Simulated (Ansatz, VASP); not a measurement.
# Fe: VASP beside Ansatz, part 2 of 2

Wanted: the spread between two codes on one cell, functional and k mesh. The cell is taken from a series of VASP runs on this material, whose earlier steps may have relaxed, scaled or displaced it; both programs get it as it stands.

VASP 6.6.1 and Ansatz 0.2.0.

So far: The structure; VASP: relaxation of cell and atoms, PBE.

**3. Ansatz: relaxation of cell and atoms, PBE**

Level of this step: Ansatz beside VASP: Kohn-Sham DFT, plane waves, PBE (Ansatz).

Ansatz runs on its default PAW (the set named soft_2) files.

The same cell, functional, mesh and smearing now go to Ansatz, which takes its cutoff from its data sets.

Input file input.yaml:

```yaml
crystal:
  lattice:
    - [-1.4154625097, 1.4154625097, 1.4154625097]
    - [1.4154625097, -1.4154625097, 1.4154625097]
    - [1.4154625097, 1.4154625097, -1.4154625097]
  atoms:
    - { symbol: Fe, position: [0.0, 0.0, 0.0], spin: 3.0 }
hamiltonian:
  xc: pbe
  pseudopotentials: { kind: paw }
magnetization:
  spin_polarized: true
kpoints:
  mp_grid: { grid: [22, 22, 22] }
scf:
  occupations: { method: methfessel_paxton, width: 0.15 }
relax:
  f_tol: 0.01
  max_steps: 60
  cell: { stress_tol: 0.05 }
output:
  forces: true
  stress: true
  write_density: true
  write_potential: true
  elf: true
  volumetric_format: npy
```

Command:

```
$ ansatz run input.yaml --threads 4 --pin off --max-ram 9216MiB --backend cpu --events-out ev --progress --plain --runs-dir out
```

Numbers of over 12 decimals in the logs are rounded to 6 here.

The program printed:

```text
Engine: ansatz 0.2.0, aarch64-unknown-linux-gnu
Pseudopotentials: kind: paw
Pseudopotential: Fe, paw, valence charge 16, recommended cutoff 420 eV (normal), Fe.paw.azcp
Functional definition: PBE
  parameter kappa = 0.804
  parameter beta = 0.066725
  exchange = pbe_x(kappa = kappa, mu = beta*pi^2/3)
  correlation = pbe_c(beta = beta)
Crystal: 1 atoms, lattice volume = 11.344 Å³
Basis set: ecut = 420 eV, 225 PW (Γ), exchange–correlation on 36×36×36 points (8 copies of the dense FFT grid, shifted against one another)
Bands: 14, of which v1, the nominal top of the filled ones, is band 8 counted from 1 (7 counted from 0)
Symmetry: 48 space group operations
Space group: Im-3m (ITA 229), of the structure as read, at distance tolerance 2.2e-5 Å
Magnetic group: BNS 229.140 (UNI 1642), of the structure as read, at distance tolerance 2.2e-5 Å
k-points: 328 of 10648
Non-local potential: Fe, projectors of the file, l = 0: 3, l = 1: 2, l = 2: 3, l = 3: 1
PAW form: soft (Blöchl's): semilocal exchange-correlation on the pseudo side does not see the compensation charge
PAW one-centre angular grid: Fe, 590 points (default); XC on 64 Gauss nodes
Initial density: superposition of atomic densities (chi_scale 0.1, normalization cell)
Starting moments: Σ|m| = 3 μB on 1 of 1 site
Initial wavefunctions: pseudopotential atomic-orbital guess
Functional: x = pbe(κ = 0.804, μ = 0.219515), c = pbe(β = 0.066725)
SCF iter   1: F=—  HF=-4480.318527 eV  |F-HF|=—  |Δ(HF+E_count)|=         —  Δρ=8.04e-2 (↑8.04e-2 ↓6.47e-2)  dr2=1.39e0  dr2_m=8.27e-2  M=2.492 μB ∫|m|=2.549 μB  β_m=0.30  ethr=3.10e-3  ⟨swp⟩=4.7  Hψ=43854  notcnv=0
Mixer restart at iter 1: flushing history
preconditioner: auto → none  [metal: Δε(μ)=0.005 eV  Ē_g=14.724 eV  σ=0.150 eV  W_gap=0.02  n_scr=0 (ndim 8)  ℏωp=31.2 eV  f_vac=0.000  D(μ)=1.06/eV (n_scr^D=12)]
SCF iter   2: F=—  HF=-4479.821206 eV  |F-HF|=—  |Δ(HF+E_count)|=   4.97e-1  Δρ=2.56e-2 (↑2.56e-2 ↓1.86e-2)  dr2=2.68e-2  dr2_m=3.60e-2  M=2.549 μB ∫|m|=2.631 μB  β_m=0.29  ethr=3.10e-3  ⟨swp⟩=2.9  Hψ=21911  notcnv=0  defer=778
SCF iter   3: F=—  HF=-4480.137130 eV  |F-HF|=—  |Δ(HF+E_count)|=         —  Δρ=4.27e-2 (↑4.27e-2 ↓4.22e-2)  dr2=3.59e-3  dr2_m=1.85e-1  M=2.223 μB ∫|m|=2.300 μB  β_m=0.29  ethr=1.67e-4  ⟨swp⟩=2.5  Hψ=17708  notcnv=0  defer=780
Mixer restart at iter 3: flushing history
SCF iter   4: F=—  HF=-4480.255217 eV  |F-HF|=—  |Δ(HF+E_count)|=   1.18e-1  Δρ=3.32e-2 (↑2.66e-2 ↓3.32e-2)  dr2=4.24e-3  dr2_m=9.17e-2  M=2.217 μB ∫|m|=2.302 μB  β_m=0.62  ethr=2.24e-5  ⟨swp⟩=2.3  Hψ=13620  notcnv=0  defer=782
SCF iter   5: F=—  HF=-4480.501863 eV  |F-HF|=—  |Δ(HF+E_count)|=   2.47e-1  Δρ=2.28e-2 (↑2.28e-2 ↓6.47e-3)  dr2=3.97e-2  dr2_m=1.21e-2  M=2.146 μB ∫|m|=2.252 μB  β_m=0.50  ethr=2.24e-5  ⟨swp⟩=2.8  Hψ=18859  notcnv=0  defer=783
SCF iter   6: F=—  HF=-4480.489370 eV  |F-HF|=—  |Δ(HF+E_count)|=   1.25e-2  Δρ=4.05e-3 (↑4.05e-3 ↓2.68e-3)  dr2=4.18e-3  dr2_m=7.97e-5  M=2.172 μB ∫|m|=2.284 μB  β_m=0.64  ethr=2.24e-5  ⟨swp⟩=2.0  Hψ=21487  notcnv=0  defer=777
SCF iter   7: F=—  HF=-4480.490453 eV  |F-HF|=—  |Δ(HF+E_count)|=   1.08e-3  Δρ=5.70e-4 (↑5.70e-4 ↓4.14e-4)  dr2=8.59e-5  dr2_m=1.87e-6  M=2.165 μB ∫|m|=2.279 μB  β_m=0.82  ethr=2.24e-5  ⟨swp⟩=1.5  Hψ=11077  notcnv=0  defer=777
SCF iter   8: F=—  HF=-4480.490493 eV  |F-HF|=—  |Δ(HF+E_count)|=   4.00e-5  Δρ=4.15e-5 (↑4.06e-5 ↓4.15e-5)  dr2=9.87e-8  dr2_m=9.06e-8  M=2.164 μB ∫|m|=2.278 μB  β_m=0.91  ethr=5.37e-7  ⟨swp⟩=2.3  Hψ=11585  notcnv=0  defer=775
[...]
Mixer restart at iter 9: flushing history
iteration 9: the input's own smearing fills from here on; a Gaussian of 0.15 eV has filled iterations ahead of it
SCF iter  10: F=—  HF=-4480.485068 eV  |F-HF|=—  |Δ(HF+E_count)|=   8.78e-6  S|Δr|=    0.00e0  Δρ=3.34e-4 (↑3.34e-4 ↓3.09e-4)  dr2=2.93e-5  dr2_m=1.00e-7  M=2.162 μB ∫|m|=2.277 μB  β_m=0.54  ethr=6.17e-10  ⟨swp⟩=3.0  Hψ=18889  notcnv=0  defer=775  recentre
SCF iter  11: F=—  HF=-4480.485062 eV  |F-HF|=—  |Δ(HF+E_count)|=   5.70e-6  S|Δr|=    0.00e0  Δρ=3.25e-4 (↑3.25e-4 ↓6.26e-5)  dr2=7.91e-6  dr2_m=2.75e-6  M=2.162 μB ∫|m|=2.277 μB  β_m=0.33  ethr=6.17e-10  ⟨swp⟩=3.0  Hψ=18965  notcnv=0  defer=775
SCF iter  12: F=—  HF=-4480.485061 eV  |F-HF|=—  |Δ(HF+E_count)|=   1.04e-6  S|Δr|=    0.00e0  Δρ=7.52e-5 (↑7.52e-5 ↓6.27e-5)  dr2=8.49e-9  dr2_m=4.89e-7  M=2.162 μB ∫|m|=2.277 μB  β_m=0.70  ethr=6.17e-10  ⟨swp⟩=5.3  Hψ=47248  notcnv=0
SCF iter  13: F=-4480.485061 eV  HF=-4480.485061 eV  |F-HF|=3.03e-10  |Δ(HF+E_count)|=   2.91e-7  S|Δr|=    0.00e0  Δρ=2.97e-6 (↑2.97e-6 ↓2.39e-6)  dr2=3.45e-10  dr2_m=5.78e-10  M=2.161 μB ∫|m|=2.276 μB  ethr=5.30e-11  ⟨swp⟩=6.5  Hψ=38984  notcnv=0
SCF 1 converged in 13 iterations: F = -4480.485061 eV  dr2 = 3.45e-10
  Residual-converged pass: ⟨swp⟩=1.0  Hψ=11834  notcnv=0  max |occ|·‖R‖ = 7.1e-9 eV (tolerance 1.0e-8 eV)  dr2=3.45e-10  dr2_m=5.78e-10  dr2_onsite=4.84e-10  max |Δocc| = 4.8e-11
  greatest PAW one-centre occupation: 1.001 electrons in one spin orbital (limit 2), on the Fe atom at site 0 (counted from 0), in its partial waves of l = 1
relax step   1: F+E_penalty+E_count = -4480.48506142 eV  Δ(F+E_penalty+E_count) = +0.000e0 eV  max|allowed force component| = 0.000e0 eV/Å  Δτ_max = 0.0000 Å  P = -0.032 GPa  Ω = 11.344 Å³  (13 SCF iters, dr2 threshold 1.00e-7 eV, accepted)
Initial density: handed on by an earlier stage of this run
Starting moments: Σ|m| = 3 μB on 1 of 1 site; this step starts from the density that it was given
Initial wavefunctions: pseudopotential atomic-orbital guess (no wavefunctions were taken with the density)
iter 1 solved again at ethr=2.65e-9 eV; its pass at ethr=3.10e-3 eV (dr2=4.23e-7 eV) is discarded
SCF iter   1: F=—  HF=-4480.485061 eV  |F-HF|=—  |Δ(HF+E_count)|=         —  Δρ=2.85e-6 (↑2.85e-6 ↓2.42e-6)  dr2=2.94e-10  dr2_m=5.63e-10  M=2.161 μB ∫|m|=2.276 μB  β_m=0.30  ethr=2.65e-9  ⟨swp⟩=3.1  Hψ=72028  notcnv=0
preconditioner: auto → none  [metal: Δε(μ)=0.008 eV  Ē_g=15.032 eV  σ=0.150 eV  W_gap=0.05  n_scr=0 (ndim 8)  ℏωp=31.2 eV  f_vac=0.000  D(μ)=0.97/eV (n_scr^D=12)]
SCF iter   2: F=—  HF=-4480.485061 eV  |F-HF|=—  |Δ(HF+E_count)|=  8.28e-10  S|Δr|=    0.00e0  Δρ=2.16e-6 (↑1.38e-6 ↓2.16e-6)  dr2=4.07e-11  dr2_m=2.96e-10  M=2.161 μB ∫|m|=2.276 μB  β_m=0.49  ethr=1.84e-12  ⟨swp⟩=2.1  Hψ=13721  notcnv=0
SCF iter   3: F=—  HF=-4480.485061 eV  |F-HF|=—  |Δ(HF+E_count)|=  3.86e-10  S|Δr|=    0.00e0  Δρ=1.80e-6 (↑1.80e-6 ↓7.05e-7)  dr2=2.15e-10  dr2_m=1.10e-10  M=2.161 μB ∫|m|=2.276 μB  β_m=0.46  ethr=1.00e-12  ⟨swp⟩=5.7  Hψ=38031  notcnv=0
SCF iter   4: F=-4480.485061 eV  HF=-4480.485061 eV  |F-HF|=6.37e-12  |Δ(HF+E_count)|=  5.37e-11  S|Δr|=    0.00e0  Δρ=1.91e-7 (↑1.37e-7 ↓1.91e-7)  dr2=7.58e-12  dr2_m=1.81e-13  M=2.161 μB ∫|m|=2.276 μB  ethr=1.00e-12  ⟨swp⟩=3.5  Hψ=36982  notcnv=0
SCF 2 converged in 4 iterations: F = -4480.485061 eV  dr2 = 7.58e-12
relax step   2: F+E_penalty+E_count = -4480.48506142 eV  Δ(F+E_penalty+E_count) = -3.565e-10 eV  max|allowed force component| = 0.000e0 eV/Å  Δτ_max = 0.0000 Å  P = -0.032 GPa  Ω = 11.344 Å³  stress off target by 3.16e-2 GPa  SCF on the basis re-selected at this cell (its energy is not comparable with the rows above)  (4 SCF iters)
basis re-selected at this cell: Δ(F+E_penalty+E_count) = -3.565e-10 eV, ΔP = +0.000 GPa vs the last step (what re-selecting the basis moved, of the pressure what is left beyond the Pulay correction that the steps carried, after the strain that the cell walked since its last selection, with what the two solves' SCF thresholds leave and, on support functions, any second-order correction that the steps lacked; it is no  [...]
SCF converged after 4 iterations
Stability not checked: this state was not tested for a lower state beside it, because cold or Methfessel-Paxton smearing, or corrected tetrahedra, fill the levels in a way that the test cannot read (fill_not_monotonic; see scf.lower_state_search)
Magnetization: 2.1614 μB (9.0807 up, 6.9193 down)
Absolute magnetization: 2.2764 μB (∫|ρ↑−ρ↓|, with the PAW one-centre terms)
Spin contamination: 0.0364 ħ² per cell (⟨S²⟩ above its minimum at these occupations)
Per-site moments (μB) at R_I (Å): [(2.207718, 1.011307)]
Free energy (F): -4480.485061 eV
Harris-Foulkes:  -4480.485061 eV  (|F-HF|=6.37e-12)
Internal energy: -4480.485117 eV  (E = F + TS)
E sigma→0 (E₀):  -4480.485075 eV
Entropy (-TS):   0.000055 eV (0.055 meV/atom)
Fermi energy:    18.563754 eV
--- Per-component energies (eV) ---
  E_band       = -211.218210
  E_kinetic    = 350.570610
  E_local      = -2062.018552  (includes V_loc(G=0)·N_el)
  E_nonlocal   = 218.278798
  E_hartree    = 866.244162
  E_xc         = -117.960370
  E_vxc        = -151.902006  (∫ρ·V_xc dr)
  E_paw        = -1366.173833  (= ΣΔE_a)
  E_vpaw       = -298.636214  (= ΣTr[D̂ρ^β])
  E_aug_tail   = 0.000988  (compensation charges beyond the density's cutoff)
  E_ewald      = -2369.426920
  E_smearing   = 0.000055  (= −TS)
  E_closure    = -0.000000  (closes the sum)
  Σ components = -4480.485061   (vs F -4480.485061, Δ=0.00e0)
--- Forces (eV/Å), atoms counted from 1 ---
  atom   1  Fe    -0.00000000     0.00000000     0.00000000
  max |Σ_I F_I| component: 1.91e-30 eV/Å
--- Stress (GPa, compression-positive) ---
       -0.031649       0.000000       0.000000
        0.000000      -0.031649       0.000000
        0.000000       0.000000      -0.031649
  P = ⅓ Tr σ = -0.0316 GPa (-0.316 kbar)
--- Band table (eV; the first three rows and the last of 656) ---
  k-point 0 ↑: bands = [... 4 lower, 10.0301, 16.2720, 16.2720, 16.2720, 17.4860, 17.4860, 42.9443, 42.9443, ... 2 higher]
  k-point 1 ↑: bands = [... 4 lower, 10.1166, 16.2481, 16.2705, 16.3186, 17.4614, 17.4879, 42.4296, 42.8456, ... 2 higher]
  k-point 2 ↑: bands = [... 4 lower, 10.3723, 16.1788, 16.2604, 16.4561, 17.3992, 17.4938, 41.1269, 42.4892, ... 2 higher]
  k-point 327 ↓: bands = [... 4 lower, 15.4978, 15.4978, 20.8805, 20.8805, 20.8805, 28.6677, 28.6677, 28.6677, ... 2 higher]
--- Relaxed structure (1 steps of the walk, 1 accepted, 1 SCFs on fresh bases) ---
  F+E_penalty+E_count = -4480.48506142 eV   max|allowed force component| = 0.000e0 eV/Å   (the final SCF, on the basis selected at the relaxed cell)
  cell:  # Å, volume = 11.3437 Å³
    - [-1.4154625097, 1.4154625097, 1.4154625097]
    - [1.4154625097, -1.4154625097, 1.4154625097]
    - [1.4154625097, 1.4154625097, -1.4154625097]
  atoms:
    - { symbol: Fe, position: [0.0, 0.0, 0.0] }
```

It took 4.7 s on 4 threads of Arm Neoverse V2, shared host; peak memory 0.38 GiB; 17 s of CPU time.

**4. Differences**

Known differences besides the potentials themselves: both relaxations stop at a tolerance, which leaves soft axes loose, and VASP keeps its plane-wave basis; the data sets hold 16 valence electrons in Ansatz (default PAW (the set named soft_2) files) and 8 in VASP; the cutoff is 420 eV in Ansatz and 450 eV in VASP; VASP leaves aspherical gradient terms in its spheres out (LASPH is not set), Ansatz keeps them; Ansatz adds a Pulay correction to the stress that steers its cell, VASP none; site moments are counted in spheres of each program's own size. Total energies have different zeros and are not compared.

The two programs side by side:

```
                                         quantity  Ansatz   VASP  difference
                                      volume (Å³)   11.34  11.34     +0.07 %
edge a after relaxation, in the typed setting (Å)   2.452  2.451     +0.02 %
                                total moment (μB)    2.16   2.19       -0.03
                               moment on Fe1 (μB)    2.21   2.19       +0.02
```

The walks stopped with -0.03 GPa left in Ansatz and -0.02 GPa in VASP; each walk ends within a tolerance, so the volume difference is uncertain by about these residues over the bulk modulus, most in soft cells.

**5. Results**

| Quantity | Value |
| --- | --- |
| difference in volume (relaxation of cell and atoms, PBE) | 0.070 % |

In words: The difference in volume is 0.070 % (relaxation of cell and atoms, PBE), within the 1.2 % picked in this series as the mark of a large difference, as far as the stopping tolerances let one tell. Such differences can come from data sets, numerical settings and the points named under the comparisons, not from the functional's error against experiment.

[Lines on the potential files, build, host, timing and source positions are cut from VASP's logs without a mark.]

[Logs are printed without paths, hosts, clocks, repeated set-up lines and the standing remarks that a program may print on its own settings, such as how far it seeks lower states.]

[Hosts, paths, dates, database ids (printed as entryN), source tags and the programs' standing remarks are cut or masked in the printed files.]
